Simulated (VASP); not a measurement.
# A slab model of the (1 0 0) face of Pt3Pb

Aim: model the (1 0 0) face of Pt3Pb by a slab and find how far its highest filled level lies below the vacuum. The start is a cell from a database of measured crystal structures.

Method: r2SCAN with rVV10; plane waves and PAW (Pb, Pt), in the first sound run; inputs show where later runs differ, in VASP 6.6.1.

### 1. Set-up

Symmetry: Pm-3m, No. 221, cubic system. Conventional cell: a = 4.058 Å, b = 4.058 Å, c = 4.058 Å, α = 90.00°, β = 90.00°, γ = 90.00°. Nearest to Pb lie 12 Pt at 2.87 Å. Nearest to Pt lie 8 Pt at 2.87 Å and 4 Pb at 2.87 Å. Farther neighbours are not listed.

As a file:

```xyz
4
Lattice="4.0580 0.0000 0.0000 0.0000 4.0580 0.0000 0.0000 0.0000 4.0580" Properties=species:S:1:pos:R:3 pbc="T T T"
Pb    0.0000    0.0000    0.0000
Pt    2.0290    2.0290    0.0000
Pt    2.0290    0.0000    2.0290
Pt    0.0000    2.0290    2.0290
```

### 2. The bulk reference

The surface energy counts from the bulk crystal, run with the slab's cutoff and functional on a dense mesh.

Contents of INCAR:

```
SYSTEM = Pt3Pb
PREC = Normal
ENCUT = 300
EDIFF = 1E-05
NELM = 120
ISMEAR = 0
SIGMA = 0.1
LREAL = .FALSE.
ALGO = Normal
METAGGA = R2SCAN
LUSE_VDW = .TRUE.
IVDW_NL = 2
BPARAM = 11.95
CPARAM = 0.0093
LASPH = .TRUE.
NBANDS = 23
LORBIT = 11
LWAVE = .FALSE.
LCHARG = .FALSE.
KPAR = 2
```

Contents of POSCAR:

```
Pt3Pb
1.0
    4.0580000000      0.0000000000      0.0000000000
    0.0000000000      4.0580000000      0.0000000000
    0.0000000000      0.0000000000      4.0580000000
Pb Pt
1 3
Direct
    0.0000000000      0.0000000000      0.0000000000
    0.5000000000      0.5000000000      0.0000000000
    0.5000000000      0.0000000000      0.5000000000
    0.0000000000      0.5000000000      0.5000000000
```

Contents of KPOINTS:

```
Automatic mesh
0
Gamma
8 8 8
0 0 0
```

PAW data sets: Pb and Pt (PBE family, release 64).

Started as:

```bash
> mpirun -np 2 vasp_std
```

Output:

```text
[banner, memory and clock lines left out]
running    2 mpi-ranks, on    1 nodes
 distrk:  each k-point on    1 cores,    2 groups
 distr:  one band on    1 cores,    1 groups

 POSCAR found type information on POSCAR PbPt
 POSCAR found :  2 types and       4 ions
|                                                                             |
|               ----> ADVICE to this user running VASP <----                  |
|                                                                             |
|     You have switched on vdW-DFT.                                           |
|     This routine was written and supplied by Jiri Klimes. We recommend      |
|     that you carefully read and cite the following publications:            |
|       J. Klimes, D.R. Bowler, A. Michelides                                 |
|          J. Phys.: Cond Matt. 22 022201 (2010)                              |
|       J. Klimes, D.R. Bowler, A. Michelides                                 |
|          Phys. Rev. B. 83, 195131 (2011)                                    |
|     and references therein.                                                 |
|                                                                             |

|                                                                             |
|               ----> ADVICE to this user running VASP <----                  |
|                                                                             |
|     You enforced a specific xc type in the INCAR file but a different       |
|     [... a line on the potential file left out ...]
|     I HOPE YOU KNOW WHAT YOU ARE DOING!                                     |
|                                                                             |

 LDA part: xc-table for (None), standard interpolation
 POSCAR, INCAR and KPOINTS ok, starting setup
 FFT: planning ... GRIDC
 FFT: planning ... GRID_SOFT
 FFT: planning ... GRID
 WAVECAR not read
 entering main loop
       N       E                     dE             d eps       ncg     rms          rms(c)
Total rVV10 correction in eV:      0.7397271    49.9084649
Total rVV10 correction in eV:      0.7397271    49.9084649
DAV:   1    -0.635417224495E+02   -0.63542E+02   -0.12066E+04  1626   0.899E+02
DAV:   2    -0.216535477591E+03   -0.15299E+03   -0.14304E+03  1925   0.222E+02
DAV:   3    -0.219979462665E+03   -0.34440E+01   -0.34120E+01  1862   0.344E+01
DAV:   4    -0.220011295074E+03   -0.31832E-01   -0.31823E-01  1758   0.358E+00
DAV:   5    -0.220011866556E+03   -0.57148E-03   -0.57146E-03  1883   0.490E-01    0.189E+01
Total rVV10 correction in eV:      0.6999656    49.9084522
Total rVV10 correction in eV:      0.6999656    49.9084522
DAV:   6    -0.210759096538E+03    0.92528E+01   -0.49032E+00  1680   0.172E+01    0.102E+01
Total rVV10 correction in eV:      0.6976097    49.9084519
Total rVV10 correction in eV:      0.6976097    49.9084519
DAV:   7    -0.210708306481E+03    0.50790E-01   -0.27391E-01  1722   0.380E+00    0.567E+00
Total rVV10 correction in eV:      0.6864847    49.9084519
Total rVV10 correction in eV:      0.6864847    49.9084519
DAV:   8    -0.210704202569E+03    0.41039E-02   -0.54122E-02  1701   0.128E+00    0.778E-01
Total rVV10 correction in eV:      0.6846052    49.9084518
Total rVV10 correction in eV:      0.6846052    49.9084518
DAV:   9    -0.210700841581E+03    0.33610E-02   -0.85633E-03  1757   0.693E-01    0.405E-01
Total rVV10 correction in eV:      0.6835247    49.9084518
Total rVV10 correction in eV:      0.6835247    49.9084518
DAV:  10    -0.210701222267E+03   -0.38069E-03   -0.25243E-03  1792   0.356E-01    0.968E-02
Total rVV10 correction in eV:      0.6835964    49.9084518
Total rVV10 correction in eV:      0.6835964    49.9084518
DAV:  11    -0.210701244570E+03   -0.22303E-04   -0.90576E-05  1771   0.596E-02    0.715E-02
Total rVV10 correction in eV:      0.6837224    49.9084518
Total rVV10 correction in eV:      0.6837224    49.9084518
DAV:  12    -0.210701229927E+03    0.14642E-04   -0.33153E-05  1618   0.420E-02    0.116E-02
Total rVV10 correction in eV:      0.6837070    49.9084518
Total rVV10 correction in eV:      0.6837070    49.9084518
DAV:  13    -0.210701230062E+03   -0.13417E-06   -0.14476E-06   882   0.756E-03
Total rVV10 correction in eV:      0.6836960    49.9084518
Total rVV10 correction in eV:      0.6836960    49.9084518
Total rVV10 correction in eV:      0.6837036    49.9084518
Total rVV10 correction in eV:      0.6837036    49.9084518
   1 F= -.21070123E+03 E0= -.21069907E+03  d E =-.432057E-02
```

Wall time 29 s (2 MPI ranks of AMD EPYC 7R43, shared host); peak memory 0.3 GiB; 56 s of CPU time.

The logs omit lines about the potential files and the build; timing stands in the text.

OUTCAR, selected parts (step 2):

```text
ion  position               nearest neighbor table
   1  0.000  0.000  0.000-   2 2.87   3 2.87   4 2.87   3 2.87   4 2.87   2 2.87   4 2.87   4 2.87
                             2 2.87   3 2.87   3 2.87   2 2.87
   2  0.500  0.500  0.000-   1 2.87   3 2.87   4 2.87   3 2.87   4 2.87   1 2.87   3 2.87   3 2.87
                             1 2.87   4 2.87   4 2.87   1 2.87
   3  0.500  0.000  0.500-   1 2.87   2 2.87   4 2.87   1 2.87   2 2.87   2 2.87   4 2.87   2 2.87
                             1 2.87   4 2.87   1 2.87   4 2.87
   4  0.000  0.500  0.500-   1 2.87   2 2.87   3 2.87   1 2.87   2 2.87   1 2.87   3 2.87   1 2.87
                             2 2.87   3 2.87   2 2.87   3 2.87

  LATTYP: Found a simple cubic cell.
 ALAT       =     4.0580000000

 Subroutine GETGRP returns: Found 48 space group operations
 (whereof 48 operations were pure point group operations)

The static configuration has the point symmetry O_h .

 Found     35 irreducible k-points:

   k-points           NKPTS =     35   k-points in BZ     NKDIM =     35   number of bands    NBANDS=     23

   dimension x,y,z NGX =    18 NGY =   18 NGZ =   18
   dimension x,y,z NGXF=    36 NGYF=   36 NGZF=   36

   ENCUT  =  300.0 eV  22.05 Ry    4.70 a.u.   5.73  5.73  5.73*2*pi/ulx,y,z

   NELECT =      34.0000    total number of electrons

 k-points in reciprocal lattice and weights: Automatic mesh
   0.00000000  0.00000000  0.00000000       0.002
   0.12500000  0.00000000  0.00000000       0.012
   0.25000000  0.00000000  0.00000000       0.012
   0.37500000  0.00000000  0.00000000       0.012
   0.50000000  0.00000000  0.00000000       0.006
   0.12500000  0.12500000  0.00000000       0.023
   0.25000000  0.12500000  0.00000000       0.047
   0.37500000  0.12500000  0.00000000       0.047
   0.50000000  0.12500000  0.00000000       0.023
[...]
0.50000000  0.50000000  0.37500000       0.012
   0.50000000  0.50000000  0.50000000       0.002

 average (electrostatic) potential at core
       1 -41.7656       2 -69.0416       3 -69.0416       4 -69.0416

 E-fermi :  10.2073

 k-point     1 :       0.0000    0.0000    0.0000
  band No.  band energies     occupation
    ...
     12       8.8812      2.00000
     13       9.1929      2.00000
     14       9.1929      2.00000
     15       9.1929      2.00000
     16       9.6853      2.00000
     17      10.2859      0.26606
     18      10.2859      0.26606
     19      10.2859      0.26606
     20      11.9143      0.00000
     21      16.6397      0.00000
    ...

 k-point     2 :       0.1250    0.0000    0.0000
  band No.  band energies     occupation
    ...
     12       8.8628      2.00000
     13       8.8895      2.00000
     14       9.1204      2.00000
     15       9.1204      2.00000
     16       9.5221      2.00000
     17      10.2863      0.26382
     18      10.7714      0.00000
     19      10.7714      0.00000
     20      12.4793      0.00000
     21      16.5565      0.00000
    ...

 k-point     3 :       0.2500    0.0000    0.0000
  band No.  band energies     occupation
    ...
     12       8.4579      2.00000
     13       8.6284      2.00000
     14       8.6284      2.00000
     15       8.7253      2.00000
     16       9.1446      2.00000
     17      10.2873      0.25745
     18      12.0113      0.00000
     19      12.0113      0.00000
     20      12.3113      0.00000
     21      16.3470      0.00000
    ...

  Total        1.2640307      1.2640307      1.2640307      0.0000000     -0.0000000     -0.0000000
  in kB       30.3062416     30.3062416     30.3062416      0.0000000     -0.0000000     -0.0000000
  external PRESSURE =      30.3062416 kB  Pullay stress =       0.0000000 kB

  energy-cutoff  :      300.00
  volume of cell :       66.82
      direct lattice vectors                 reciprocal lattice vectors
     4.058000000  0.000000000  0.000000000     0.246426811  0.000000000  0.000000000
     0.000000000  4.058000000  0.000000000     0.000000000  0.246426811  0.000000000
     0.000000000  0.000000000  4.058000000     0.000000000  0.000000000  0.246426811

 POSITION                                       TOTAL-FORCE (eV/Angst)
 -----------------------------------------------------------------------------------
      0.00000      0.00000      0.00000         0.000000      0.000000      0.000000
      2.02900      2.02900      0.00000         0.000000      0.000000      0.000000
      2.02900      0.00000      2.02900         0.000000      0.000000      0.000000
      0.00000      2.02900      2.02900         0.000000      0.000000      0.000000
 -----------------------------------------------------------------------------------
    total drift:                                0.000000      0.000000      0.000000

  FREE ENERGIE OF THE ION-ELECTRON SYSTEM (eV)
  ---------------------------------------------------
  free  energy   TOTEN  =      -210.7012300615 eV

  energy  without entropy=     -210.6969094877  energy(sigma->0) =     -210.69906977

 total charge
# of ion       s       p       d       tot
------------------------------------------
    1        1.537   1.778   0.396   3.712
    2        0.594   0.496   8.196   9.286
    3        0.594   0.496   8.196   9.286
    4        0.594   0.496   8.196   9.286
--------------------------------------------------
tot          3.319   3.267  24.984  31.571

[... 3 further parts left out ...]
```

The PAW data sets were made with PBE, which is usual practice but a small mismatch for other functionals. The data set Pb keeps the semicore shell frozen, which is cheaper and a little less accurate.

This step gave:

```yaml
electronic_cycles: 13
electrons: 34
free_energy_toten: -210.7012 eV
energy_at_zero_smearing: -210.6991 eV
fermi_energy: 10.21 eV
labelled_metallic_from_the_levels_on_this_mesh: yes
```

Energy at zero smearing: -210.69907 eV.

[end of part 1 of 7]

[Lines on the potential files, build, host, timing and source positions are cut from VASP's logs without a mark.]

[Logs are printed without paths, hosts, clocks, repeated set-up lines and the standing remarks that a program may print on its own settings, such as how far it seeks lower states.]

[Hosts, paths, dates, database ids (printed as entryN), source tags and the programs' standing remarks are cut or masked in the printed files.]

[In band tables of VASP the shares of atoms and orbitals are scaled to a sum of 1 inside the atoms' spheres.]

[Runs that stopped without an error message from VASP are left out.]
